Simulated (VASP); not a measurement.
# Zr2ZnN2 (P-3m1) in VASP: relaxation of cell and atoms with PBE

Aim: the relaxation of cell and atoms of Zr2ZnN2 with PBE.

Program: VASP 6.6.1. These are calculated values, not measurements. Logs are shortened: lines on timing, memory, paths and dates and some standing lists are left out, and cuts for length are marked.

## (1) The structure

The structure is trigonal, space group P-3m1 (No. 164). Conventional cell: a = 3.400 Å, b = 3.400 Å, c = 6.600 Å, α = 90.00°, β = 90.00°, γ = 120.00°. Around Zr (site symmetry 3m) lie 4 N at 2.09 to 2.31 Å. Zn (site symmetry -3m) has 6 Zr at 2.65 Å as nearest neighbours. N (site symmetry 3m) has 4 Zr at 2.09 to 2.31 Å as nearest neighbours.

The cell was built by a generator and needn't be a form met in nature.

## (2) Relaxation of cell and atoms, PBE

The input, INCAR:

```
SYSTEM = Zr2ZnN2
PREC     = Normal         ! precision mode
ENCUT    = 520            ! plane-wave cutoff, eV
EDIFF    = 1E-4           ! SCF threshold, eV
ISMEAR   = 0              ! smearing method
SIGMA    = 0.15           ! smearing width, eV
LREAL    = .False.        ! projectors in reciprocal space
LASPH    = .True.         ! aspherical terms in the spheres
NELM     = 60             ! most SCF steps
ALGO     = Fast           ! electronic algorithm
ISIF     = 3              ! what is computed and relaxed
LWAVE    = .False.        ! write WAVECAR
LCHARG   = .False.        ! write CHGCAR
GGA      = PE             ! functional
IBRION   = 2              ! ionic algorithm
NSW      = 24             ! ionic steps
EDIFFG   = -0.08          ! ionic threshold
```

The input, KPOINTS:

```
Automatic mesh
0
Gamma
  5 5 2
  0 0 0
```

The input, POSCAR:

```
Zr2ZnN2
1.0
    3.4000000000      0.0000000000      0.0000000000
   -1.7000000000      2.9444863700      0.0000000000
    0.0000000000      0.0000000000      6.6000000000
Zr Zn N
2 1 2
Direct
    0.3333333300      0.6666666700      0.2700000000
    0.6666666700      0.3333333300      0.7300000000
    0.0000000000      0.0000000000      0.0000000000
    0.6666666700      0.3333333300      0.3800000000
    0.3333333300      0.6666666700      0.6200000000
```

Potentials or basis: VASP PAW PBE potentials, release 64 (Zr_sv, Zn, N).

On the command line:

```bash
$ cat potpaw_PBE.64/Zr_sv/POTCAR potpaw_PBE.64/Zn/POTCAR potpaw_PBE.64/N/POTCAR > POTCAR
$ mpirun -np 1 vasp_std > vasp.out
```

OUTCAR:

```text
SYSTEM = Zr2ZnN2
   PREC = Normal
   ENCUT = 520
   EDIFF = 1E-4
   ISMEAR = 0
   LREAL = .False.
   LASPH = .True.
   NELM = 60
   ISIF = 3
   GGA = PE
   IBRION = 2
   NSW = 24
   EDIFFG = -0.08

 ion  position               nearest neighbor table
   1  0.333  0.667  0.270-   4 2.09   4 2.09   4 2.09   5 2.31   3 2.65   3 2.65   3 2.65   2 3.62
                             2 3.62   2 3.62
   2  0.667  0.333  0.730-   5 2.09   5 2.09   5 2.09   4 2.31   3 2.65   3 2.65   3 2.65   1 3.62
                             1 3.62   1 3.62
   3  0.000  0.000  0.000-   1 2.65   2 2.65   1 2.65   2 2.65   2 2.65   1 2.65
   4  0.667  0.333  0.380-   1 2.09   1 2.09   1 2.09   2 2.31
   5  0.333  0.667  0.620-   2 2.09   2 2.09   2 2.09   1 2.31

  LATTYP: Found a hexagonal cell.
 ALAT       =     3.4000000000
 C/A-ratio  =     1.9411764706

  Lattice vectors:

 A1 = (   3.4000000000,   0.0000000000,   0.0000000000)
 A2 = (  -1.7000000000,   2.9444863700,   0.0000000000)
 A3 = (   0.0000000000,   0.0000000000,   6.6000000000)

Analysis of symmetry for initial positions (statically):
=====================================================================
 Subroutine PRICEL returns:
 Original cell was already a primitive cell.

 Routine SETGRP: Setting up the symmetry group for a
 hexagonal supercell.

 Subroutine GETGRP returns: Found 12 space group operations
 (whereof 12 operations were pure point group operations)
 out of a pool of 24 trial point group operations.

The static configuration has the point symmetry D_3d.

Analysis of symmetry for dynamics (positions and initial velocities):
=====================================================================
 Subroutine PRICEL returns:
 Original cell was already a primitive cell.

 Routine SETGRP: Setting up the symmetry group for a
 hexagonal supercell.

 Subroutine GETGRP returns: Found 12 space group operations
 (whereof 12 operations were pure point group operations)
 out of a pool of 24 trial point group operations.

The dynamic configuration has the point symmetry D_3d.

 Subroutine INISYM returns: Found 12 space group operations
 (whereof 12 operations are pure point group operations),
 and found     1 'primitive' translations

----------------------------------------------------------------------------------------

                                     Primitive cell

  volume of cell :      66.0743

  direct lattice vectors                    reciprocal lattice vectors
     3.400000000  0.000000000  0.000000000     0.294117647  0.169808903  0.000000000
    -1.700000000  2.944486370  0.000000000     0.000000000  0.339617806  0.000000000
     0.000000000  0.000000000  6.600000000     0.000000000  0.000000000  0.151515152

  length of vectors
     3.400000000  3.399999998  6.600000000     0.339617805  0.339617806  0.151515152

  position of ions in fractional coordinates (direct lattice)
     0.333333330  0.666666670  0.270000000
     0.666666670  0.333333330  0.730000000
     0.000000000  0.000000000  0.000000000
     0.666666670  0.333333330  0.380000000
     0.333333330  0.666666670  0.620000000

  ion indices of the primitive-cell ions
   primitive index   ion index
                 1           1
                 2           2
                 3           3
                 4           4
                 5           5

----------------------------------------------------------------------------------------

 KPOINTS: Automatic mesh

Automatic generation of k-mesh.
 Grid dimensions read from file:
 generate k-points for:    5    5    2

 Generating k-lattice:

  Cartesian coordinates                     Fractional coordinates (reciprocal lattice)
     0.058823529  0.033961781  0.000000000     0.200000000 -0.000000000  0.000000000
     0.000000000  0.067923561  0.000000000     0.000000000  0.200000000  0.000000000
     0.000000000  0.000000000  0.075757576     0.000000000  0.000000000  0.500000000

  Length of vectors
     0.067923561  0.067923561  0.075757576

  Shift w.r.t. Gamma in fractional coordinates (k-lattice)
     0.000000000  0.000000000  0.000000000

 Subroutine IBZKPT returns following result:
 ===========================================

 Found     10 irreducible k-points:

 Following reciprocal coordinates:
            Coordinates               Weight
  0.000000  0.000000  0.000000      1.000000
  0.200000  0.000000  0.000000      6.000000
  0.400000  0.000000  0.000000      6.000000
  0.200000  0.200000  0.000000      6.000000
  0.400000  0.200000  0.000000      6.000000
  0.000000  0.000000  0.500000      1.000000
  0.200000  0.000000  0.500000      6.000000
  0.400000  0.000000  0.500000      6.000000
  0.200000  0.200000  0.500000      6.000000
  0.400000  0.200000  0.500000      6.000000
   k-points           NKPTS =     10   k-points in BZ     NKDIM =     10   number of bands    NBANDS=     27
   number of dos      NEDOS =    301   number of ions     NIONS =      5
   total plane-waves  NPLWV =  16000
   dimension x,y,z NGX =    20 NGY =   20 NGZ =   40
   dimension x,y,z NGXF=    40 NGYF=   40 NGZF=   80
   ions per type =               2   1   2
   NGX,Y,Z   is equivalent  to a cutoff of   9.78,  9.78, 10.08 a.u.
   NGXF,Y,Z  is equivalent  to a cutoff of  19.56, 19.56, 20.15 a.u.
 SYSTEM =  Zr2ZnN2
   PREC   = normal    normal or accurate (medium, high low for compatibility)
   ISTART =      0    job   : 0-new  1-cont  2-samecut
   ICHARG =      2    charge: 1-file 2-atom 10-const
   ISPIN  =      1    spin polarized calculation?
   LNONCOLLINEAR =      F non collinear calculations
   LSORBIT =      F    spin-orbit coupling
   LASPH  =      T    aspherical Exc in radial PAW
   ENCUT  =  520.0 eV  38.22 Ry    6.18 a.u.   6.32  6.32 12.27*2*pi/ulx,y,z
   NELM   =     60;   NELMIN=  2; NELMDL= -5     # of ELM steps
   EDIFF  = 0.1E-03   stopping-criterion for ELM
   LREAL  =      F    real-space projection
   EDIFFG = -.8E-01   stopping-criterion for IOM
   NSW    =     24    number of steps for IOM
   IBRION =      2    ionic relax: 0-MD 1-quasi-New 2-CG
   NFREE  =      1    steps in history (QN), initial steepest desc. (CG)
   ISIF   =      3    stress and relaxation
   ISYM   =      2    0-nonsym 1-usesym 2-fastsym
   POTIM  = 0.5000    time-step for ionic-motion
   TEBEG  =    0.0;   TEEND  =   0.0 temperature during run
   PSTRESS=    0.0 pullay stress
   NELECT =      46.0000    total number of electrons
   NUPDOWN=      -1.0000    fix difference up-down
   EMIN   =  10.00;   EMAX   =-10.00  energy-range for DOS
   EFERMI =   0.00;   METHOD = LEGACY
   ISMEAR =     0;   SIGMA  =   0.15  broadening in eV -4-tet -1-fermi 0-gaus
   EFERMI_NEDOS =   21; number of points for ismear=-14 and -15
   IALGO  =     68    algorithm
   IMIX   =      4    mixing-type and parameters
     AMIX     =   0.40;   BMIX     =  1.00
     AMIX_MAG =   1.60;   BMIX_MAG =  1.00
  volume/ion in A,a.u.               =      13.21        89.18
  Fermi-wavevector in a.u.,A,eV,Ry     =   1.450942  2.741882 28.643419  2.105232
  Thomas-Fermi vector in A             =   2.568496
   LORBIT       =      0    0 simple, 1 ext, 2 COOP (PROOUT), +10 PAW based schemes
   GGA     = PE    functional components
   LHFCALC =     F    Hartree Fock is set to
   AEXX    =    0.0000 exact exchange contribution
   IVDW    =     0    specifies the selected vdW correction
   LEPSILON=     F    determine dielectric tensor
   LRPA    =     F    only Hartree local field effects (RPA)
 conjugate gradient relaxation of ions
 non-spin polarized calculation
 RMM-DIIS sequential band-by-band and
 Gauss-broadening in eV      SIGMA  =   0.15
  energy-cutoff  :      520.00
  volume of cell :       66.07
 maximum number of plane-waves:      1789
   NGX = 13   NGY = 13   NGZ = 25

--------------------------------------- Ionic step        1  -------------------------------------------

 number of electron      46.0000007 magnetization

 Free energy of the ion-electron system (eV)
  ---------------------------------------------------
  ext. energy  EPLUGINS =         0.00000000
  ---------------------------------------------------
  free energy    TOTEN  =       -37.59645933 eV

  energy without entropy =      -37.58006105  energy(sigma->0) =      -37.58826019

------------------------ aborting loop because EDIFF is reached ----------------------------------------

  FORCE on cell =-STRESS in cart. coord.  units (eV):
  Direction    XX          YY          ZZ          XY          YZ          ZX
  --------------------------------------------------------------------------------------
  -------------------------------------------------------------------------------------
  Total       10.6278723     10.6278723      8.9644354      0.0000000      0.0000000      0.0000000
  in kB      257.7059876    257.7059871    217.3707602      0.0000000      0.0000000      0.0000000
  external PRESSURE =     244.2609117 kB  Pullay stress =       0.0000000 kB
[... 26 lines left out ...]
--------------------------------------- Ionic step        2  -------------------------------------------

 number of electron      45.9999862 magnetization

------------------------ aborting loop EDIFF was not reached (unconverged)  ----------------------------

  FORCE on cell =-STRESS in cart. coord.  units (eV):
  Direction    XX          YY          ZZ          XY          YZ          ZX
  --------------------------------------------------------------------------------------
  -------------------------------------------------------------------------------------
  Total       -9.1483013     -9.1483013     -5.3777521     -0.0000000      0.0000000      0.0000000
  in kB     -167.9577718   -167.9577714    -98.7325663     -0.0000000      0.0000000      0.0000000
  external PRESSURE =    -144.8827032 kB  Pullay stress =       0.0000000 kB
[... 59 lines left out ...]
  FREE ENERGIE OF THE ION-ELECTRON SYSTEM (eV)
  ---------------------------------------------------
  free  energy   TOTEN  =       -39.1514054875 eV

  energy  without entropy=      -39.1026470438  energy(sigma->0) =      -39.12702627

[... ionic steps 4 to 15 ...]

--------------------------------------- Ionic step       16  -------------------------------------------

 number of electron      46.0000107 magnetization

------------------------ aborting loop because EDIFF is reached ----------------------------------------
[... 73 lines left out ...]
--------------------------------------- Ionic step       18  -------------------------------------------

 number of electron      46.0000105 magnetization

 Free energy of the ion-electron system (eV)
  ---------------------------------------------------
  ext. energy  EPLUGINS =         0.00000000
  ---------------------------------------------------
  free energy    TOTEN  =       -39.96496330 eV

  energy without entropy =      -39.93525621  energy(sigma->0) =      -39.95010976

 E-fermi :   6.6950     XC(G=0): -10.6635

 val. band max:        6.6730061040   @ k =   0.4000   0.2000   0.5000
 cond. band min:       6.7296269140   @ k =   0.2000   0.2000   0.0000
 fundamental gap:      0.0566208100
 Fermi energy:         6.6949896812

 k-point     1 :       0.0000    0.0000    0.0000
  band No.  band energies     occupation
      1     -42.9677      2.00000
      2     -42.9088      2.00000
      3     -21.3526      2.00000
      4     -20.9365      2.00000
      5     -20.9365      2.00000
      6     -20.8674      2.00000
[... 321 lines left out ...]
  FREE ENERGIE OF THE ION-ELECTRON SYSTEM (eV)
  ---------------------------------------------------
  free  energy   TOTEN  =       -39.9649633030 eV

  energy  without entropy=      -39.9352562118  energy(sigma->0) =      -39.95010976

 reached required accuracy - stopping structural energy minimisation
```

Run time: 2.7 min. Hardware: 1 thread of Intel Xeon Platinum 8375C at 2.90GHz (Ice Lake), shared host; peak memory 0.16 GiB.

Results:

- Free energy: -39.9650 eV
- Relaxed volume: 16.67 Å³/atom
- Relaxed cell: a = 3.586 Å, b = 3.586 Å, c = 7.485 Å, α = 90.00°, β = 90.00°, γ = 120.00°
- Space group after relaxing (to 0.05 Å): P-3m1 (No. 164)
- Energy gained by relaxing: 473.7 meV/atom
- Ionic steps: 18
- Pressure after relaxing: -0.4 GPa
- Largest force after relaxing: 0.044 eV/Å
- Band gap on the k mesh: none (metal or under the smearing width)

Forces in eV/Å, atoms in the order of the input:
```
Zr   0.000  0.000 -0.012
Zr   0.000  0.000  0.012
Zn   0.000  0.000  0.000
N    0.000  0.000 -0.044
N    0.000  0.000  0.044
```

Stress tensor (GPa, compression positive):
```
-0.31  0.00  0.00
 0.00 -0.31  0.00
 0.00  0.00 -0.68
```

The path:
```csv
step,energy change (eV),largest force (eV/Å),pressure (GPa),volume (Å³)
1,0.0000,3.7052,24.43,66.07
2,-1.3893,2.9006,-14.49,87.27
3,-1.5549,2.7690,-8.11,81.15
4,-2.2099,0.5908,2.50,78.90
5,-2.2105,0.5940,2.46,78.88
6,-2.2690,0.5394,-0.01,81.21
7,-2.2770,0.5034,-2.13,83.77
8,-2.3066,0.5079,-0.04,83.76
9,-2.3074,0.6264,0.53,83.75
10,-2.3396,0.3933,-0.31,84.26
11,-2.3535,0.2071,-1.30,84.77
12,-2.3634,0.2700,0.55,83.36
13,-2.3635,0.2731,0.76,83.27
14,-2.3669,0.1572,0.00,83.11
15,-2.3676,0.1010,0.07,83.16
16,-2.3676,0.1096,0.19,83.15
17,-2.3676,0.1079,0.20,83.15
18,-2.3685,0.0437,-0.43,83.37
```

Final structure:
```
Zr Zn N
1.0
     3.58628    0.00000    0.00000
    -1.79314    3.10581    0.00000
     0.00000    0.00000    7.48519
Zr Zn N
2 1 2
Direct
  0.33333 0.66667 0.32627
  0.66667 0.33333 0.67373
  0.00000 0.00000 0.00000
  0.66667 0.33333 0.37976
  0.33333 0.66667 0.62024
```

Levels at points of the mesh, in eV from the Fermi level:
```tsv
k point	band 21	band 22	band 23	band 24	band 25	band 26
(0.00, 0.00, 0.00)	-5.07	-3.74	1.01	1.37	1.37	1.91
(0.00, 0.00, 0.50)	-5.08	-1.94	-0.87	1.39	1.39	2.26
```

Caveat: the k mesh is coarse (spacing up to 0.48 Å⁻¹), so the values aren't converged; the volume moved by over 15 % at a fixed basis, so the end points are rough; the relaxation stopped at a loose force limit of 0.08 eV/Å, so its end isn't a converged minimum.
